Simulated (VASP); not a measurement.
Crystal: GaN.

```xyz
4
Lattice="3.1800 0.0000 0.0000 -1.5900 2.7540 0.0000 0.0000 0.0000 5.1660" Properties=species:S:1:pos:R:3 pbc="T T T"
Ga    0.0000    1.8360    0.0000
Ga    1.5900    0.9180    2.5830
N     0.0000    1.8360    1.9373
N     1.5900    0.9180    4.5203
```

* Program: VASP 6.6.1
* Task: relaxation of cell and atoms
* Functional: PBE
* Potentials or basis: VASP PAW PBE potentials, release 64 (Ga_d, N)
* Cutoff: 520 eV
* k mesh: 9 × 9 × 4
* Occupations: gaussian, width 0.02 eV
* Spin: no spin polarisation

At the start: pressure 7.5 GPa; volume 11.31 Å³/atom.

**Question.** How do energy, volume and symmetry change on relaxing?

**Answer.** Over 11 steps the energy falls by 10.4 meV/atom and the volume is 11.76 Å³/atom (+4.0 %); space group P6_3mc (No. 186, to 0.05 Å).

The path:
| step | energy change (eV) | largest force (eV/Å) | pressure (GPa) | volume (Å³) |
| --- | --- | --- | --- | --- |
| 1 | 0.0000 | 0.1344 | 7.47 | 45.24 |
| 2 | -0.0085 | 0.0608 | -5.73 | 48.78 |
| 3 | -0.0415 | 0.0142 | 0.00 | 47.05 |
| 4 | -0.0415 | 0.0117 | -0.14 | 47.09 |
| 5 | -0.0415 | 0.0050 | 0.11 | 47.02 |
| 6 | -0.0415 | 0.0072 | 0.04 | 47.04 |
| 7 | -0.0415 | 0.0060 | 0.07 | 47.03 |
| 8 | -0.0415 | 0.0071 | 0.03 | 47.03 |
| 9 | -0.0415 | 0.0013 | 0.04 | 47.04 |
| 10 | -0.0416 | 0.0022 | -0.04 | 47.05 |
| 11 | -0.0416 | 0.0010 | 0.01 | 47.05 |

Final structure:
```cif
data_structure
_symmetry_space_group_name_H-M 'P 1'
_symmetry_Int_Tables_number 1
_cell_length_a 3.2186
_cell_length_b 3.2186
_cell_length_c 5.2443
_cell_angle_alpha 90.000
_cell_angle_beta 90.000
_cell_angle_gamma 120.000
_cell_volume 47.05
loop_
_atom_site_label
_atom_site_type_symbol
_atom_site_fract_x
_atom_site_fract_y
_atom_site_fract_z
_atom_site_occupancy
Ga1 Ga 0.33333 0.66667 0.99915 1
Ga2 Ga 0.66667 0.33333 0.49915 1
N1 N 0.33333 0.66667 0.37585 1
N2 N 0.66667 0.33333 0.87585 1
```
